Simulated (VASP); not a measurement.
Data:

```
ZrN
1.0
    3.22020     0.00000     0.00000
    0.00000     4.55405     0.00000
    0.00000     0.00000    24.57562
Zr N
6 6
Direct
  0.00000   0.00000   0.33621
  0.50000   0.50000   0.40173
  0.00000   0.00000   0.46724
  0.50000   0.50000   0.53276
  0.00000   0.00000   0.59827
  0.50000   0.50000   0.66379
  0.50000   0.00000   0.40173
  0.00000   0.50000   0.33621
  0.50000   0.00000   0.53276
  0.00000   0.50000   0.46724
  0.50000   0.00000   0.66379
  0.00000   0.50000   0.59827
```

Level of theory: PBEsol GGA, VASP's PBE PAW potentials (set 64) (plane waves; VASP). Run with PREC = Normal, EDIFF = 1E-5, 450 eV cut-off, 9×6×1 Γ-centred mesh, first-order Methfessel-Paxton smearing of 0.10 eV, potentials Zr_sv N.

At this cut-off the stress carries a Pulay error, which pulls relaxed volumes low.

Question: The ions are relaxed. Give the cell that the relaxation ends in.

Answer: 
```
ZrN
1.0
    3.22020     0.00000     0.00000
    0.00000     4.55405     0.00000
    0.00000     0.00000    24.57562
Zr N
6 6
Direct
  0.00000   0.00000   0.34208
  0.50000   0.50000   0.39858
  0.00000   0.00000   0.46617
  0.50000   0.50000   0.53383
  0.00000   0.00000   0.60142
  0.50000   0.50000   0.65792
  0.50000   0.00000   0.40066
  0.00000   0.50000   0.33938
  0.50000   0.00000   0.53234
  0.00000   0.50000   0.46766
  0.50000   0.00000   0.66062
  0.00000   0.50000   0.59934
```

Question: How much energy does the relaxation gain?

Answer: The energy (σ→0) changes by -44.3 meV/atom, in 9 ionic steps.

```json
[
 {"step": "1", "E(σ→0) (eV)": "-123.6152", "max force (eV/Å)": "1.763", "pressure (GPa)": "-3.65", "volume (Å³)": "360.40"},
 {"step": "2", "E(σ→0) (eV)": "-124.1051", "max force (eV/Å)": "0.600", "pressure (GPa)": "-2.30", "volume (Å³)": "360.40"},
 {"step": "3", "E(σ→0) (eV)": "-124.1324", "max force (eV/Å)": "0.147", "pressure (GPa)": "-1.76", "volume (Å³)": "360.40"},
 {"step": "4", "E(σ→0) (eV)": "-124.1322", "max force (eV/Å)": "0.170", "pressure (GPa)": "-1.81", "volume (Å³)": "360.40"},
 {"step": "5", "E(σ→0) (eV)": "-124.1368", "max force (eV/Å)": "0.130", "pressure (GPa)": "-1.69", "volume (Å³)": "360.40"},
 {"step": "6", "E(σ→0) (eV)": "-124.1430", "max force (eV/Å)": "0.187", "pressure (GPa)": "-1.32", "volume (Å³)": "360.40"},
 {"step": "7", "E(σ→0) (eV)": "-124.1462", "max force (eV/Å)": "0.052", "pressure (GPa)": "-1.17", "volume (Å³)": "360.40"},
 {"step": "8", "E(σ→0) (eV)": "-124.1465", "max force (eV/Å)": "0.032", "pressure (GPa)": "-1.10", "volume (Å³)": "360.40"},
 {"step": "9", "E(σ→0) (eV)": "-124.1468", "max force (eV/Å)": "0.013", "pressure (GPa)": "-1.09", "volume (Å³)": "360.40"}
]
```

The cell is a thin slab with vacuum, built from ZrN (rock salt): (110) face.
